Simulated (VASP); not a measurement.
VASP ran on this input.

### POSCAR
```
Cu
1
    0.0000000000     1.7708128069     1.7708128069
    1.7708128069     0.0000000000     1.7708128069
    1.7708128069     1.7708128069     0.0000000000
Cu
1
Direct
  0.0000000000   0.0000000000   0.0000000000
```

**INCAR**
```
ALGO = Normal
EDIFF = 1E-7
ENCUT = 520
GGA = PE
ISIF = 2
ISMEAR = 1
IVDW = 13
LASPH = .TRUE.
LCHARG = .FALSE.
LMAXMIX = 4
LREAL = .FALSE.
LWAVE = .FALSE.
NELM = 100
PREC = Accurate
SIGMA = 0.1
SYSTEM = Cu
```

File KPOINTS:
```
Automatic mesh
0
Gamma
  17 17 17
0 0 0
```

POTCAR, in this order: Cu (PBE.64 set). Program: vasp_std.

### Question
Translate this PBE-D4 calculation to Ansatz.

### Answer
One equivalent input (not run):
Ansatz 0.2 input:
```yaml
crystal:
  lattice:
    - [0.0000000, 1.7708128, 1.7708128]
    - [1.7708128, 0.0000000, 1.7708128]
    - [1.7708128, 1.7708128, 0.0000000]
  atoms:
    - { symbol: Cu, position: [0.0000000, 0.0000000, 0.0000000] }
kpoints:
  mp_grid: { grid: [17, 17, 17] }
hamiltonian:
  xc: pbe
  dispersion: d4
  pseudopotentials: { kind: paw }
scf:
  occupations: { method: methfessel_paxton, width: 0.1 }
  max_iter: 100
output: { forces: true, stress: true, eigenvalues: true }
```
Limits of the translation: each code has its own PAW files, so the cut-off isn't converted (ENCUT is set for VASP's; basis.ecutwfc is left out, and Ansatz then takes the one that its files recommend); Ansatz stops its SCF on the density residual and VASP on the energy change (EDIFF).

The compound is Cu in the fcc structure. This cell is one point of a volume scan, at 0.97 of the reference volume.
